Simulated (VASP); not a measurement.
# How SCF solver and smearing change a VASP run on TaN

How sensitive are energy and pressure of TaN to the SCF solver and smearing? The series runs use LDA. The SCF solver tried: ALGO = Normal; ALGO = Fast; ALGO = VeryFast; ALGO = All; ALGO = Damped; AMIX = 0.1, BMIX = 0.01; AMIX = 0.8; IMIX = 1, AMIX = 0.2. The smearing tried: ISMEAR = -1, SIGMA = 0.01; ISMEAR = -1, SIGMA = 0.05; ISMEAR = -1, SIGMA = 0.1; ISMEAR = -1, SIGMA = 0.2; ISMEAR = -1, SIGMA = 0.5; ISMEAR = 1, SIGMA = 0.01; ISMEAR = 1, SIGMA = 0.05; ISMEAR = 1, SIGMA = 0.1; ISMEAR = 1, SIGMA = 0.2; ISMEAR = 1, SIGMA = 0.5; ISMEAR = -5. The start is a computed cell from the Materials Project.

Main program and level: VASP 6.6.1; LDA; plane waves and PAW (Ta_pv, N).

**1. The structure**

It takes space group Fm-3m (No. 225, cubic). Conventional cell: a = 4.423 Å, b = 4.423 Å, c = 4.423 Å, α = 90.00°, β = 90.00°, γ = 90.00°. Ta has 6 N at 2.21 Å nearest. Nearest to N lie 6 Ta at 2.21 Å. Farther neighbours and most contacts between anions are not listed.

**2. SCF solver: ALGO = Normal**

All solvers should reach one answer; they differ in cycles and robustness. LDA, the lowest rung, knows the local density alone.

INCAR reads:

```
SYSTEM = TaN
PREC = Accurate
ENCUT = 520
EDIFF = 1E-06
NELM = 100
ISMEAR = -1
SIGMA = 0.05
LREAL = .FALSE.
ALGO = Normal
GGA = CA
NBANDS = 14
LORBIT = 11
LWAVE = .FALSE.
LCHARG = .FALSE.
KPAR = 2
ISIF = 2
```

POSCAR reads:

```
TaN
1.0
    0.0000000000      2.2113230000      2.2113230000
    2.2113230000      0.0000000000      2.2113230000
    2.2113230000      2.2113230000      0.0000000000
Ta N
1 1
Direct
    0.5000000000      0.5000000000      0.5000000000
    0.0000000000      0.0000000000      0.0000000000
```

KPOINTS reads:

```
Automatic mesh
0
Gamma
8 8 8
0 0 0
```

The projector-augmented-wave data sets are Ta_pv and N (PBE family, release 64).

Started as:

```bash
$ mpirun -np 2 vasp_std
```

What it wrote:

```text
[banner, memory and clock lines left out]
running    2 mpi-ranks, on    1 nodes
 distrk:  each k-point on    1 cores,    2 groups
 distr:  one band on    1 cores,    1 groups

 POSCAR found type information on POSCAR TaN
 POSCAR found :  2 types and       2 ions
|                                                                             |
|               ----> ADVICE to this user running VASP <----                  |
|                                                                             |
|     You enforced a specific xc type in the INCAR file but a different       |
|     [... a line on the potential file left out ...]
|     I HOPE YOU KNOW WHAT YOU ARE DOING!                                     |
|                                                                             |

 LDA part: xc-table for (Slater(with rela. corr.)+CA(PZ))
 , standard interpolation
 POSCAR, INCAR and KPOINTS ok, starting setup
 FFT: planning ... GRIDC
 FFT: planning ... GRID_SOFT
 FFT: planning ... GRID
 WAVECAR not read
 entering main loop
       N       E                     dE             d eps       ncg     rms          rms(c)
DAV:   1     0.879030243543E+02    0.87903E+02   -0.87623E+03   820   0.120E+03
DAV:   2    -0.241159184710E+02   -0.11202E+03   -0.10507E+03  1016   0.315E+02
DAV:   3    -0.269907711782E+02   -0.28749E+01   -0.28451E+01   908   0.471E+01
DAV:   4    -0.270050667498E+02   -0.14296E-01   -0.14243E-01   956   0.343E+00
DAV:   5    -0.270051716374E+02   -0.10489E-03   -0.10488E-03   926   0.261E-01    0.237E+01
DAV:   6    -0.242619023512E+02    0.27433E+01   -0.64680E+00   914   0.277E+01    0.988E+00
DAV:   7    -0.241374357139E+02    0.12447E+00   -0.41912E-01  1028   0.612E+00    0.686E+00
DAV:   8    -0.240978356028E+02    0.39600E-01   -0.17030E-01   974   0.368E+00    0.141E+00
DAV:   9    -0.240928271789E+02    0.50084E-02   -0.15824E-02   914   0.108E+00    0.373E-01
DAV:  10    -0.240926107729E+02    0.21641E-03   -0.57574E-04  1070   0.286E-01    0.119E-01
DAV:  11    -0.240925779776E+02    0.32795E-04   -0.70848E-05   926   0.776E-02    0.179E-02
DAV:  12    -0.240925776043E+02    0.37333E-06   -0.33669E-06   980   0.173E-02
   1 F= -.24092578E+02 E0= -.24088984E+02  d E =-.718775E-02
```

It took 2.8 s on 2 MPI ranks of AMD EPYC 9R45, shared host; peak memory 0.2 GiB; 4.7 s of CPU time.

Lines that name or quote the potential files are left out of all logs, and their timing lines are given in words.

Parts of OUTCAR (step 2):

```text
ion  position               nearest neighbor table
   1  0.500  0.500  0.500-   2 2.21   2 2.21   2 2.21   2 2.21   2 2.21   2 2.21
   2  0.000  0.000  0.000-   1 2.21   1 2.21   1 2.21   1 2.21   1 2.21   1 2.21

  LATTYP: Found a face centered cubic cell.
 ALAT       =     4.4226460000

 Subroutine GETGRP returns: Found 48 space group operations
 (whereof 48 operations were pure point group operations)

The static configuration has the point symmetry O_h .

 Found     29 irreducible k-points:

   k-points           NKPTS =     29   k-points in BZ     NKDIM =     29   number of bands    NBANDS=     14

   dimension x,y,z NGX =    24 NGY =   24 NGZ =   24
   dimension x,y,z NGXF=    48 NGYF=   48 NGZF=   48

   ENCUT  =  520.0 eV  38.22 Ry    6.18 a.u.   5.81  5.81  5.81*2*pi/ulx,y,z

   NELECT =      16.0000    total number of electrons

 k-points in reciprocal lattice and weights: Automatic mesh
   0.00000000  0.00000000  0.00000000       0.002
   0.12500000  0.00000000  0.00000000       0.016
   0.25000000  0.00000000  0.00000000       0.016
   0.37500000  0.00000000  0.00000000       0.016
   0.50000000  0.00000000  0.00000000       0.008
   0.12500000  0.12500000  0.00000000       0.012
   0.25000000  0.12500000  0.00000000       0.047
   0.37500000  0.12500000  0.00000000       0.047
   0.50000000  0.12500000  0.00000000       0.047
[...]
-0.37500000  0.50000000  0.12500000       0.023
  -0.25000000  0.50000000  0.25000000       0.012

 average (electrostatic) potential at core
       1 -34.8209       2 -61.3706

 E-fermi :   9.0567

 k-point     1 :       0.0000    0.0000    0.0000
  band No.  band energies     occupation
    ...
      8       6.9177      2.00000
      9       6.9177      2.00000
     10       6.9177      2.00000
     11       9.0041      1.48255
     12       9.0041      1.48255
     13      10.5800      0.00000
     14      18.5070      0.00000

 k-point     2 :       0.1250    0.0000    0.0000
  band No.  band energies     occupation
    ...
      6       4.2395      2.00000
      7       4.2395      2.00000
      8       7.4344      2.00000
      9       7.4344      2.00000
     10       7.4890      2.00000
     11      10.3435      0.00000
     12      10.3435      0.00000
     13      11.5866      0.00000
     14      19.5904      0.00000

 k-point     3 :       0.2500    0.0000    0.0000
  band No.  band energies     occupation
    ...
      6       2.8267      2.00000
      7       2.8267      2.00000
      8       8.2658      2.00000
      9       8.6005      1.99978
     10       8.6005      1.99978
     11      12.8105      0.00000
     12      12.8105      0.00000
     13      13.3579      0.00000
     14      21.0014      0.00000

  Total       -1.9717876     -1.9717876     -1.9717876      0.0000000      0.0000000      0.0000000
  in kB     -146.0777833   -146.0777833   -146.0777833      0.0000000      0.0000000      0.0000000
  external PRESSURE =    -146.0777833 kB  Pullay stress =       0.0000000 kB

  energy-cutoff  :      520.00
  volume of cell :       21.63
      direct lattice vectors                 reciprocal lattice vectors
     0.000000000  2.211323000  2.211323000    -0.226108985  0.226108985  0.226108985
     2.211323000  0.000000000  2.211323000     0.226108985 -0.226108985  0.226108985
     2.211323000  2.211323000  0.000000000     0.226108985  0.226108985 -0.226108985

 POSITION                                       TOTAL-FORCE (eV/Angst)
 -----------------------------------------------------------------------------------
      2.21132      2.21132      2.21132         0.000000      0.000000      0.000000
      0.00000      0.00000      0.00000        -0.000000     -0.000000     -0.000000
 -----------------------------------------------------------------------------------
    total drift:                                0.000000     -0.000000     -0.000000

  FREE ENERGIE OF THE ION-ELECTRON SYSTEM (eV)
  ---------------------------------------------------
  free  energy   TOTEN  =       -24.0925776043 eV

  energy  without entropy=      -24.0853898538  energy(sigma->0) =      -24.08898373

 total charge
# of ion       s       p       d       tot
------------------------------------------
    1        0.264   6.212   2.455   8.931
    2        1.209   2.523   0.000   3.732
--------------------------------------------------
tot          1.474   8.734   2.455  12.663

[... 3 further parts left out ...]
```

The k-mesh is coarse for a metal. The PAW data sets were made with PBE, though LDA sets exist; this is a small mismatch.

This step gave:

* SCF cycles: 12
* electrons: 16
* bands: 14
* irreducible k-points: 29
* symmetry operations: 48
* free energy (TOTEN): -24.09 eV
* energy at zero smearing: -24.09 eV
* Fermi energy: 9.057 eV
* pressure: -14.61 GPa
* metallic: yes

The series starts at -12.0445 eV an atom and -14.61 GPa, after 12 cycles in 2.8 s.

**3. SCF solver: ALGO = Fast**

Changes to INCAR since step 2:

```diff
@@ -8,3 +8,3 @@
 LREAL = .FALSE.
-ALGO = Normal
+ALGO = Fast
 GGA = CA
```

POSCAR is that of step 2.

KPOINTS is that of step 2.

Started as:

```bash
$ mpirun -np 2 vasp_std
```

What it wrote:

```text
[banner, memory and clock lines left out]
running    2 mpi-ranks, on    1 nodes
[...]
[... a notice as in an earlier step ...]

 LDA part: xc-table for (Slater(with rela. corr.)+CA(PZ))
 , standard interpolation
 POSCAR, INCAR and KPOINTS ok, starting setup
[...]
entering main loop
       N       E                     dE             d eps       ncg     rms          rms(c)
[... 5 cycles as in an earlier step ...]
RMM:   6    -0.242744504446E+02    0.27307E+01   -0.48685E+00   893   0.147E+01    0.105E+01
RMM:   7    -0.241314672059E+02    0.14298E+00   -0.32220E-01   938   0.512E+00    0.654E+00
RMM:   8    -0.240948868816E+02    0.36580E-01   -0.16793E-01   950   0.287E+00    0.719E-01
RMM:   9    -0.240927639187E+02    0.21230E-02   -0.12788E-02  1005   0.108E+00    0.450E-01
RMM:  10    -0.240926390854E+02    0.12483E-03   -0.16674E-03   991   0.352E-01    0.225E-01
RMM:  11    -0.240925751617E+02    0.63924E-04   -0.36784E-04  1055   0.148E-01    0.398E-02
RMM:  12    -0.240925798357E+02   -0.46740E-05   -0.75091E-05   985   0.760E-02    0.315E-02
RMM:  13    -0.240925773175E+02    0.25182E-05   -0.21686E-05   980   0.403E-02    0.671E-03
RMM:  14    -0.240925778470E+02   -0.52948E-06   -0.47547E-06   867   0.163E-02
   1 F= -.24092578E+02 E0= -.24088983E+02  d E =-.719066E-02
```

Elapsed: 3.4 s, on 2 MPI ranks; peak memory 0.2 GiB.

Parts of OUTCAR (step 3):

```text
  Total       -1.9742806     -1.9742806     -1.9742806     -0.0000000      0.0000000      0.0000000
  in kB     -146.2624779   -146.2624779   -146.2624779     -0.0000000      0.0000000      0.0000000
  external PRESSURE =    -146.2624779 kB  Pullay stress =       0.0000000 kB

 POSITION                                       TOTAL-FORCE (eV/Angst)
 -----------------------------------------------------------------------------------
      2.21132      2.21132      2.21132         0.000000      0.000000      0.000000
      0.00000      0.00000      0.00000         0.000000      0.000000      0.000000
 -----------------------------------------------------------------------------------
    total drift:                                0.000000     -0.000000     -0.000000

  FREE ENERGIE OF THE ION-ELECTRON SYSTEM (eV)
  ---------------------------------------------------
  free  energy   TOTEN  =       -24.0925778470 eV

  energy  without entropy=      -24.0853871897  energy(sigma->0) =      -24.08898252

[... 2 parts as in an earlier step ...]

[... 1 further part left out ...]
[key lines of the parts left out:]
E-fermi :   9.0568
```

Against the first of the series the energy stays within 0.01 meV an atom; the pressure moves by -0.02 GPa, after 14 cycles in 3.4 s.

**4. SCF solver: ALGO = VeryFast**

Changes to INCAR since step 3:

```diff
@@ -8,3 +8,3 @@
 LREAL = .FALSE.
-ALGO = Fast
+ALGO = VeryFast
 GGA = CA
```

POSCAR is that of step 3.

KPOINTS is that of step 3.

Started as:

```bash
$ mpirun -np 2 vasp_std
```

What it wrote:

```text
[... set-up lines as in an earlier step ...]
 entering main loop
       N       E                     dE             d eps       ncg     rms          rms(c)
RMM:   1     0.239392196360E+02    0.23939E+02   -0.73124E+03   406   0.102E+03
RMM:   2    -0.336965050658E+02   -0.57636E+02   -0.14117E+03   406   0.247E+02
RMM:   3    -0.204700583578E+02    0.13226E+02   -0.17377E+02   406   0.896E+01
RMM:   4    -0.256417680751E+02   -0.51717E+01   -0.35348E+01   406   0.414E+01
[...]
RMM:  17    -0.240925757827E+02    0.71033E-04   -0.24427E-04  1044   0.175E-01    0.292E-02
RMM:  18    -0.240925780116E+02   -0.22290E-05   -0.32345E-05  1096   0.535E-02    0.164E-02
RMM:  19    -0.240925774458E+02    0.56584E-06   -0.94849E-06  1039   0.287E-02
   1 F= -.24092577E+02 E0= -.24088983E+02  d E =-.718839E-02
```

The job ended after 4.2 s (2 MPI ranks; peak memory 0.2 GiB).

From OUTCAR (step 4):

```text
  Total       -1.9755711     -1.9755711     -1.9755711      0.0000000      0.0000000      0.0000000
  in kB     -146.3580776   -146.3580776   -146.3580776      0.0000000      0.0000000      0.0000000
  external PRESSURE =    -146.3580776 kB  Pullay stress =       0.0000000 kB

 POSITION                                       TOTAL-FORCE (eV/Angst)
 -----------------------------------------------------------------------------------
      2.21132      2.21132      2.21132        -0.000000      0.000000      0.000000
      0.00000      0.00000      0.00000         0.000000     -0.000000     -0.000000
 -----------------------------------------------------------------------------------
    total drift:                                0.000000     -0.000000     -0.000000

  FREE ENERGIE OF THE ION-ELECTRON SYSTEM (eV)
  ---------------------------------------------------
  free  energy   TOTEN  =       -24.0925774458 eV

  energy  without entropy=      -24.0853890515  energy(sigma->0) =      -24.08898325

[... 2 parts as in an earlier step ...]

[... 1 further part left out ...]
[key lines of the parts left out:]
E-fermi :   9.0568
```

Against the first of the series the energy stays within 0.01 meV an atom; the pressure moves by -0.03 GPa, after 19 cycles in 4.2 s.

**5. SCF solver: ALGO = All**

Changes to INCAR since step 4:

```diff
@@ -8,3 +8,3 @@
 LREAL = .FALSE.
-ALGO = VeryFast
+ALGO = All
 GGA = CA
```

POSCAR is that of step 4.

KPOINTS is that of step 4.

Started as:

```bash
$ mpirun -np 2 vasp_std
```

What it wrote:

```text
[... set-up lines as in an earlier step ...]
 entering main loop
       N       E                     dE             d eps       ncg     rms           ort
DAV:   1     0.879030243543E+02    0.87903E+02   -0.99410E+03   406   0.129E+03
DAV:   2    -0.241159184710E+02   -0.11202E+03   -0.10507E+03   406   0.315E+02
DAV:   3    -0.269907711782E+02   -0.28749E+01   -0.28451E+01   406   0.471E+01
DAV:   4    -0.270050667498E+02   -0.14296E-01   -0.14243E-01   406   0.343E+00
DAV:   5    -0.270051716374E+02   -0.10489E-03   -0.10488E-03   406   0.261E-01
SDA:   6    -0.180156463046E+02    0.89895E+01   -0.10488E-03   406   0.253E+02   0.000E+00
 gam= 0.000 g(H,U,f)=  0.114E+02 0.130E+02 0.855E+00 ort(H,U,f) = 0.000E+00 0.000E+00 0.000E+00
 gam= 0.000 trial= 0.400  step=  0.4394 mean=  0.4000
CGA:   7    -0.235346779178E+02   -0.55190E+01   -0.55532E+01   406   0.159E+01  -0.899E+00
 gam= 0.063 g(H,U,f)=  0.136E+01 0.217E+00 0.526E-02 ort(H,U,f) =-0.283E+01 0.189E+01 0.406E-01
 gam= 0.063 trial= 0.404  step=  0.5690 mean=  0.4039
[...]
gam= 0.089 trial= 0.480  step=  0.7797 mean=  0.4800
CGA:  12    -0.240925436001E+02   -0.17661E-03   -0.17659E-03   406   0.691E-04   0.919E-07
 gam= 0.153 g(H,U,f)=  0.528E-04 0.145E-04 0.185E-05 ort(H,U,f) =-0.354E-04 0.311E-04 0.436E-05
 gam= 0.153 trial= 0.510  step=  0.7479 mean=  0.5100
CGA:  13    -0.240925694554E+02   -0.25855E-04   -0.25856E-04   406   0.174E-04  -0.511E-08
 gam= 0.252 g(H,U,f)=  0.126E-04 0.416E-05 0.710E-06 ort(H,U,f) =-0.594E-05 0.454E-05 0.140E-05
 gam= 0.252 trial= 0.534  step=  0.7342 mean=  0.5338
CGA:  14    -0.240925758488E+02   -0.63934E-05   -0.63944E-05   406   0.342E-05  -0.449E-08
 gam= 0.196 g(H,U,f)=  0.301E-05 0.344E-06 0.671E-07 ort(H,U,f) =-0.165E-05 0.132E-05 0.326E-06
 gam= 0.196 trial= 0.554  step=  0.8295 mean=  0.5538
CGA:  15    -0.240925772693E+02   -0.14205E-05   -0.14174E-05   406   0.659E-06   0.663E-08
 gam= 0.193 g(H,U,f)=  0.640E-06 0.143E-07 0.473E-08 ort(H,U,f) =-0.134E-06 0.107E-06 0.333E-07
 gam= 0.193 trial= 0.581  step=  0.8371 mean=  0.5814
CGA:  16    -0.240925775457E+02   -0.27640E-06   -0.27642E-06   406   0.936E-07   0.308E-08
 gam= 0.142 g(H,U,f)=  0.878E-07 0.554E-08 0.344E-09 ort(H,U,f) = 0.151E-07-0.119E-07-0.386E-10
 gam= 0.142 trial= 0.607  step=  0.7979 mean=  0.6070
 final diagonalization occupied
   1 F= -.24092578E+02 E0= -.24088984E+02  d E =-.718723E-02
```

The job ended after 3.4 s (2 MPI ranks; peak memory 0.21 GiB; 5.7 s of CPU time).

From OUTCAR (step 5):

```text
  Total       -1.9714759     -1.9714759     -1.9714759      0.0000000     -0.0000000      0.0000000
  in kB     -146.0546921   -146.0546921   -146.0546921      0.0000000     -0.0000000      0.0000000
  external PRESSURE =    -146.0546921 kB  Pullay stress =       0.0000000 kB

  FREE ENERGIE OF THE ION-ELECTRON SYSTEM (eV)
  ---------------------------------------------------
  free  energy   TOTEN  =       -24.0925775457 eV

  energy  without entropy=      -24.0853903154  energy(sigma->0) =      -24.08898393

[... 3 parts as in an earlier step ...]

[... 1 further part left out ...]
[key lines of the parts left out:]
E-fermi :   9.0566
```

Against the first of the series the energy stays within 0.01 meV an atom and the pressure within 0.01 GPa, after 16 cycles in 3.4 s.

**6. SCF solver: ALGO = Damped**

Changes to INCAR since step 5:

```diff
@@ -8,3 +8,3 @@
 LREAL = .FALSE.
-ALGO = All
+ALGO = Damped
 GGA = CA
```

POSCAR is that of step 5.

KPOINTS is that of step 5.

Started as:

```bash
$ mpirun -np 2 vasp_std
```

What it wrote:

```text
[... set-up lines as in an earlier step ...]
 entering main loop
       N       E                     dE             d eps       ncg     rms           ort
DAV:   1     0.130746969894E+03    0.13075E+03   -0.93362E+03   406   0.129E+03
DAV:   2    -0.898489012992E+01   -0.13973E+03   -0.12930E+03   406   0.354E+02
DAV:   3    -0.255818490248E+02   -0.16597E+02   -0.15777E+02   406   0.114E+02
DAV:   4    -0.268316625562E+02   -0.12498E+01   -0.11906E+01   406   0.313E+01
[...]
DMP:  22    -0.240925756727E+02   -0.26221E-05   -0.26090E-05   406   0.475E-05   0.463E-05
DMP:  23    -0.240925771796E+02   -0.15068E-05   -0.35831E-06   406   0.510E-06   0.101E-05
DMP:  24    -0.240925773185E+02   -0.13889E-06   -0.23985E-06   406   0.677E-06  -0.202E-06
 final diagonalization occupied
   1 F= -.24092577E+02 E0= -.24088983E+02  d E =-.718852E-02
```

Run time: 3.8 s. Hardware: 2 MPI ranks; peak memory 0.21 GiB; 6.5 s of CPU time.

OUTCAR, selected parts (step 6):

```text
  Total       -1.9666517     -1.9666517     -1.9666517      0.0000000     -0.0000000     -0.0000000
  in kB     -145.6972932   -145.6972932   -145.6972932      0.0000000     -0.0000000     -0.0000000
  external PRESSURE =    -145.6972932 kB  Pullay stress =       0.0000000 kB

 POSITION                                       TOTAL-FORCE (eV/Angst)
 -----------------------------------------------------------------------------------
      2.21132      2.21132      2.21132        -0.000000      0.000000     -0.000000
      0.00000      0.00000      0.00000         0.000000     -0.000000      0.000000
 -----------------------------------------------------------------------------------
    total drift:                                0.000000     -0.000000     -0.000000

  FREE ENERGIE OF THE ION-ELECTRON SYSTEM (eV)
  ---------------------------------------------------
  free  energy   TOTEN  =       -24.0925773185 eV

  energy  without entropy=      -24.0853887938  energy(sigma->0) =      -24.08898306

[... 2 parts as in an earlier step ...]

[... 1 further part left out ...]
[key lines of the parts left out:]
E-fermi :   9.0567
```

Against the first of the series the energy stays within 0.01 meV an atom; the pressure moves by +0.04 GPa, after 24 cycles in 3.8 s.

(Part 1 of 3 ends here.)

[Lines on the potential files, build, host, timing and source positions are cut from VASP's logs without a mark.]

[Logs are printed without paths, hosts, clocks, repeated set-up lines and the standing remarks that a program may print on its own settings, such as how far it seeks lower states.]

[Hosts, paths, dates, database ids (printed as entryN), source tags and the programs' standing remarks are cut or masked in the printed files.]

[A measured line is paired with the nearest computed mode of its activity, which favours agreement.]
